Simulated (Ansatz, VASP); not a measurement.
# Pt (Pt(320)) in two plane-wave programs, part 2 of 2

Aim: how closely do two programs agree when they are given the same cell, functional and k mesh? The cell is taken from a series of runs on this material, whose earlier steps may have relaxed, scaled, displaced or heated it; both programs get it as it stands.

VASP 6.6.1 and Ansatz 0.2.0.

So far: The starting structure; VASP: single point, PBEsol.

### Step 3. Ansatz: single point, PBEsol

Level of this step: Ansatz beside VASP: Kohn-Sham DFT, plane waves, PBEsol (Ansatz).

Ansatz runs on its default PAW (the set named soft_2) files.

The same cell, functional, mesh and smearing now go to Ansatz, which takes its cutoff from its data sets.

input.yaml reads:

```yaml
crystal:
  lattice:
    - [3.92, 0.0, 0.0]
    - [-1.96, 7.0668804999, 0.0]
    - [0.0, 0.0, 28.5029424229]
  atoms:
    - { symbol: Pt, position: [0.6922588218, 0.3845176436, 0.2817727091] }
    - { symbol: Pt, position: [0.8869856356, 0.7739712713, 0.2981904245] }
    - { symbol: Pt, position: [0.0772537375, 0.154507475, 0.3094492883] }
    - { symbol: Pt, position: [0.2725267136, 0.5450534272, 0.331613413] }
    - { symbol: Pt, position: [0.4676834386, 0.9353668772, 0.3489848048] }
    - { symbol: Pt, position: [0.6550147853, 0.3100295707, 0.3742083749] }
    - { symbol: Pt, position: [0.8461046067, 0.6922092134, 0.3929718778] }
    - { symbol: Pt, position: [0.0369205173, 0.0738410346, 0.409960138] }
    - { symbol: Pt, position: [0.231131302, 0.4622626039, 0.4326197825] }
    - { symbol: Pt, position: [0.4240840497, 0.8481680994, 0.450540168] }
    - { symbol: Pt, position: [0.6151727347, 0.2303454695, 0.4694328134] }
    - { symbol: Pt, position: [0.8076923077, 0.6153846154, 0.4904640338] }
    - { symbol: Pt, position: [0.0, 0.0, 0.5095359662] }
    - { symbol: Pt, position: [0.1925195731, 0.3850391463, 0.5305671878] }
    - { symbol: Pt, position: [0.3836082579, 0.7672165158, 0.5494598329] }
    - { symbol: Pt, position: [0.5765610055, 0.153122011, 0.5673802183] }
    - { symbol: Pt, position: [0.7707717907, 0.5415435814, 0.5900398636] }
    - { symbol: Pt, position: [0.9615877017, 0.9231754034, 0.6070281229] }
    - { symbol: Pt, position: [0.1526775231, 0.3053550461, 0.6257916265] }
    - { symbol: Pt, position: [0.3400088689, 0.6800177379, 0.6510151971] }
    - { symbol: Pt, position: [0.5351655944, 0.0703311888, 0.6683865876] }
    - { symbol: Pt, position: [0.73043857, 0.46087714, 0.690550713] }
    - { symbol: Pt, position: [0.9207066728, 0.8414133456, 0.7018095773] }
    - { symbol: Pt, position: [0.1154334858, 0.2308669717, 0.7182272924] }
hamiltonian:
  xc: pbesol
kpoints:
  mp_grid: { grid: [10, 10, 1] }
scf:
  occupations: { method: methfessel_paxton, width: 0.1 }
  convergence: { dr2_threshold: 1.0e-09 }
efield:
  axis: 3
  dipole_correction: true
output:
  write_potential: true
  write_density: true
  volumetric_format: npy
```

Command:

```console
$ ansatz run input.yaml --threads 4 --pin off --max-ram 24576MiB --backend cpu --events-out ev --progress --plain --runs-dir out
```

Numbers of over 12 decimals in the logs are rounded to 6 here.

What it wrote:

```text
Engine: ansatz 0.2.0, aarch64-unknown-linux-gnu
Pseudopotentials: kind: paw
Pseudopotential: Pt, paw, valence charge 18, recommended cutoff 420 eV (normal), Pt.paw.azcp
Functional definition: PBEsol
  exchange = pbesol_x
  correlation = pbesol_c
Crystal: 24 atoms, lattice volume = 789.593 Å³
Basis set: ecut = 420 eV, 15503 PW (Γ)
Bands: 260, of which v1, the nominal top of the filled ones, is band 216 counted from 1 (215 counted from 0)
Symmetry: 2 space group operations
k-points: 31 of 100 (time reversal used)
Non-local potential: Pt, projectors of the file, l = 0: 3, l = 1: 2, l = 2: 2, l = 3: 1
PAW form: soft (Blöchl's): semilocal exchange-correlation on the pseudo side does not see the compensation charge
PAW frozen core: Pt, regenerated for the run's functional, and the local potential with it (the file was generated under x = pbe(κ = 0.804, μ = 0.219515), c = pbe(β = 0.066725))
PAW one-centre angular grid: Pt, 590 points (default); XC on 64 Gauss nodes
Initial density: superposition of atomic densities (neutral atoms: chi_scale 0, normalization atom), corrected by the library's trained network
Initial wavefunctions: pseudopotential atomic-orbital guess
Functional: x = pbesol(κ = 0.804, μ = 0.123457), c = pbesol(β = 0.046)
SCF iter   1: F=—  HF=-297203.483728 eV  |F-HF|=—  |Δ(HF+E_count)|=         —  Δρ=1.38e-2  dr2=1.82e1  ethr=1.77e-3  p=0.000 e·Å  D=8.50e-11 V/Å  ΔV_dip=-0.00 eV  dr2_dipole=2.40e-7  V_vac-E_F(+/−)=5.11/5.11 eV  ⟨swp⟩=7.6  Hψ=33581  notcnv=0  defer=467
efield: sawtooth ramp at fractional position 0.9500 (placed from the atoms, in the widest stretch of the axis that holds none; the zero of the levels goes with the place), width 0.1000; the density the first Hamiltonian is built on has a dipole p = 0.000 e·Å; the dipole correction subtracts the counter field D = 8.50e-11 V/Å, which shifts the + side's vacuum level by -0.00 eV against the − side's; the planar-averaged density in the ramp window peaks in size at 1.9e-5 e/Å³
preconditioner: auto → LDOS  [metal: Δε(μ)=0.006 eV  Ē_g=7.414 eV  σ=0.100 eV  W_gap=0.05  n_scr=206 (ndim 8)  ℏωp=20.5 eV  f_vac=0.487  D(μ)=46.34/eV (n_scr^D=432)  β→1.0]
SCF iter   2: F=—  HF=-297203.258433 eV  |F-HF|=—  |Δ(HF+E_count)|=   2.25e-1  S|Δr|=    0.00e0  Δρ=4.81e-3  dr2=4.97e-1  ethr=1.77e-3  p=-0.000 e·Å  D=-1.64e-5 V/Å  ΔV_dip=0.00 eV  dr2_dipole=4.63e-6  V_vac-E_F(+/−)=5.39/5.39 eV  ⟨swp⟩=2.0  Hψ=9531  notcnv=0  defer=830
SCF iter   3: F=—  HF=-297203.248843 eV  |F-HF|=—  |Δ(HF+E_count)|=   9.59e-3  S|Δr|=    0.00e0  Δρ=2.69e-3  dr2=1.39e-1  ethr=1.15e-4  p=0.000 e·Å  D=2.11e-5 V/Å  ΔV_dip=-0.00 eV  dr2_dipole=5.15e-6  V_vac-E_F(+/−)=5.38/5.38 eV  ⟨swp⟩=2.0  Hψ=11045  notcnv=0  defer=927
SCF iter   4: F=—  HF=-297203.234803 eV  |F-HF|=—  |Δ(HF+E_count)|=   1.40e-2  S|Δr|=    0.00e0  Δρ=6.11e-4  dr2=5.37e-3  ethr=3.22e-5  p=-0.000 e·Å  D=-4.25e-6 V/Å  ΔV_dip=0.00 eV  dr2_dipole=3.08e-7  V_vac-E_F(+/−)=5.40/5.40 eV  ⟨swp⟩=2.0  Hψ=10610  notcnv=0  defer=927
SCF iter   5: F=—  HF=-297203.233979 eV  |F-HF|=—  |Δ(HF+E_count)|=   8.24e-4  S|Δr|=    0.00e0  Δρ=2.78e-4  dr2=1.14e-3  ethr=1.24e-6  p=0.000 e·Å  D=1.73e-6 V/Å  ΔV_dip=-0.00 eV  dr2_dipole=1.56e-8  V_vac-E_F(+/−)=5.40/5.40 eV  ⟨swp⟩=2.9  Hψ=13897  notcnv=0  defer=927
SCF iter   6: F=—  HF=-297203.234042 eV  |F-HF|=—  |Δ(HF+E_count)|=   6.35e-5  S|Δr|=    0.00e0  Δρ=1.64e-4  dr2=4.39e-4  ethr=2.64e-7  p=0.000 e·Å  D=1.16e-6 V/Å  ΔV_dip=-0.00 eV  dr2_dipole=2.00e-10  V_vac-E_F(+/−)=5.40/5.40 eV  ⟨swp⟩=1.4  Hψ=7545  notcnv=0  defer=927
SCF iter   7: F=—  HF=-297203.234018 eV  |F-HF|=—  |Δ(HF+E_count)|=   2.39e-5  S|Δr|=    0.00e0  Δρ=5.74e-5  dr2=5.18e-5  ethr=1.02e-7  p=-0.000 e·Å  D=-2.41e-7 V/Å  ΔV_dip=0.00 eV  dr2_dipole=3.65e-9  V_vac-E_F(+/−)=5.40/5.40 eV  ⟨swp⟩=2.3  Hψ=9812  notcnv=0  defer=927
SCF iter   8: F=—  HF=-297203.234021 eV  |F-HF|=—  |Δ(HF+E_count)|=   2.88e-6  S|Δr|=    0.00e0  Δρ=2.52e-5  dr2=1.53e-5  ethr=1.20e-8  p=-0.000 e·Å  D=-6.07e-8 V/Å  ΔV_dip=0.00 eV  dr2_dipole=6.09e-13  V_vac-E_F(+/−)=5.40/5.40 eV  ⟨swp⟩=2.0  Hψ=10746  notcnv=0  defer=927
SCF iter   9: F=—  HF=-297203.234465 eV  |F-HF|=—  |Δ(HF+E_count)|=   4.43e-4  S|Δr|=    0.00e0  Δρ=1.05e-5  dr2=2.22e-6  ethr=3.54e-9  p=-0.000 e·Å  D=-4.17e-8 V/Å  ΔV_dip=0.00 eV  dr2_dipole=5.49e-11  V_vac-E_F(+/−)=5.40/5.40 eV  ⟨swp⟩=2.2  Hψ=11263  notcnv=0  defer=825
SCF iter  10: F=—  HF=-297203.234464 eV  |F-HF|=—  |Δ(HF+E_count)|=   2.50e-7  S|Δr|=    0.00e0  Δρ=5.68e-6  dr2=6.66e-7  ethr=5.14e-10  p=0.000 e·Å  D=1.21e-7 V/Å  ΔV_dip=-0.00 eV  dr2_dipole=1.11e-10  V_vac-E_F(+/−)=5.40/5.40 eV  ⟨swp⟩=2.0  Hψ=10813  notcnv=0  defer=813
SCF iter  11: F=—  HF=-297203.234465 eV  |F-HF|=—  |Δ(HF+E_count)|=   3.15e-7  S|Δr|=    0.00e0  Δρ=2.19e-6  dr2=1.11e-7  ethr=1.54e-10  p=0.000 e·Å  D=2.91e-8 V/Å  ΔV_dip=-0.00 eV  dr2_dipole=1.65e-12  V_vac-E_F(+/−)=5.40/5.40 eV  ⟨swp⟩=2.1  Hψ=10345  notcnv=0  defer=813
[...]
k-point 1: bands = [... 212 lower, 7.6042, 7.6127, 7.6656, 7.8199, 7.8872, 7.8928, 7.9255, 7.9316, ... 40 higher]
  k-point 2: bands = [... 212 lower, 7.5403, 7.6208, 7.6251, 7.6423, 7.6999, 7.7484, 7.8862, 7.9295, ... 40 higher]
  k-point 30: bands = [... 212 lower, 7.3979, 7.4099, 7.4483, 7.4837, 7.5349, 7.6164, 7.6518, 7.7919, ... 40 higher]
```

### Step 4. Differences

Known differences besides the potentials themselves: the data sets hold 432 valence electrons in Ansatz (on its default PAW (the set named soft_2) files) and 240 in VASP; the cutoff is 420 eV in Ansatz and 400 eV in VASP; Ansatz makes its cores anew for this functional, VASP keeps those of its PBE data sets. Total energies have different zeros and are not compared.

The two programs side by side:

| quantity | Ansatz | VASP | difference |
| --- | --- | --- | --- |
| work function, lower of the two faces (eV) | 5.40 | 5.41 | 0.00 |
| work function, higher of the two faces (eV) | 5.40 | 5.41 | 0.00 |

With vacuum in the cell, a pressure given here is an average over mostly empty space and none of the material.

### Step 5. What came out

```json
{
 "difference in work function, lower of the two faces (single point, PBEsol)": "-0.0039 eV"
}
```

The difference in work function, lower of the two faces is -0.0039 eV (single point, PBEsol). The data sets hold unlike numbers of valence electrons (432 in Ansatz and 240 in VASP), so part of the differences comes from the potentials. How closely two codes agree says nothing of how well the functional describes the real material.

[Lines on the potential files, build, host, timing and source positions are cut from VASP's logs without a mark.]

[Logs are printed without paths, hosts, clocks, repeated set-up lines and the standing remarks that a program may print on its own settings, such as how far it seeks lower states.]

[Hosts, paths, dates, database ids (printed as entryN), source tags and the programs' standing remarks are cut or masked in the printed files.]
